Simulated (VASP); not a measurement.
Wanted: the native input for a VASP 6.6.1 run.

- Task: relaxation of cell and atoms
- Functional: PBE
- Potentials or basis: VASP PAW PBE potentials, release 64 (Si, Ge_d)
- Cutoff: 520 eV
- k mesh: 10 × 10 × 6
- Occupations: gaussian, width 0.1 eV
- Spin: no spin polarisation
- Further INCAR settings: ALGO = Normal; EDIFF = 1e-07; IBRION = 2; POTIM = 0.3; EDIFFG = -0.005; NSW = 60; ISIF = 3

The structure of Si3Ge lies in POSCAR:

```
Si3Ge                                   
1.0
    3.9116969286      0.0000000000      0.0000000000
    0.0000000000      3.9116969286      0.0000000000
    0.0000000000      0.0000000000      5.5271777579
  Si              Ge            
     3     1
Direct
     0.5000000000000000    0.5000000000000000    0.5000000000000000
     0.5000000000000000    0.0000000000000000    0.7441160169547183
     1.0000000000000000    0.5000000000000000    0.2558839830452817
     0.0000000000000000    0.0000000000000000    1.0000000000000000
```

The cell was built by a generator and needn't be a form met in nature.

These files were run (other wordings do the same):

INCAR

```
PREC = Accurate
ENCUT = 520
EDIFF = 1E-7
ISMEAR = 0
SIGMA = 0.1
LREAL = F
LASPH = T
NELM = 120
ALGO = Normal
ISIF = 3
LWAVE = F
LCHARG = F
GGA = PE
IBRION = 2
NSW = 60
EDIFFG = -0.005
POTIM = 0.3
KPAR = 4
```

KPOINTS

```
regular mesh
0
Gamma
  10 10 6
```

Potentials or basis: VASP PAW PBE potentials, release 64 (Si, Ge_d).

The run is started by

```sh
$ cat potpaw_PBE.64/Si/POTCAR potpaw_PBE.64/Ge_d/POTCAR > POTCAR
$ mpirun -np 4 vasp_std > vasp.out
```

Results of the run:

* Relaxed volume: 21.15 Å³/atom
* Relaxed cell: a = 3.912 Å, b = 3.912 Å, c = 5.528 Å, α = 90.00°, β = 90.00°, γ = 90.00°
* Space group after relaxing (to 0.05 Å): P-4m2 (No. 115)
* Energy gained by relaxing: 0.0 meV/atom
* Ionic steps: 2
* Pressure after relaxing: 0.0 GPa
* Band gap on the k mesh: 0.38 eV, indirect (least direct gap 0.68 eV)

Run time: 18 s on 4 MPI ranks on Intel(R) Xeon(R) 6975P-C (Granite Rapids) (shared host), peak memory 0.26 GiB a rank.
